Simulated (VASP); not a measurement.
Energy against volume of KMgF3 (cubic perovskite). Computed with AM05 GGA, VASP's PBE PAW potentials (set 64) (plane waves; VASP). Numerical set-up: 520 eV cut-off, 6×6×6 Γ-centred mesh, Gaussian smearing of 0.050 eV, potentials K_sv Mg F.

```tsv
V (Å³/atom)	E (eV/atom)
12.105	-4.88061
12.491	-4.89061
12.878	-4.89459
13.264	-4.89345
```

### Question
Fit these four points and predict the energy of the run at 13.650 Å³/atom.

### Answer
A cubic in V^(−2/3), the third-order Birch-Murnaghan form, passes through the four points with V0 = 12.98 Å³/atom and B0 = 68 GPa, and gives -4.8880 eV/atom there. The run gave -4.8880 eV/atom, -0.1 meV/atom from the fit; all five points give B0 = 68 GPa.

The compound is KMgF3 in the cubic perovskite structure. It was relaxed first.
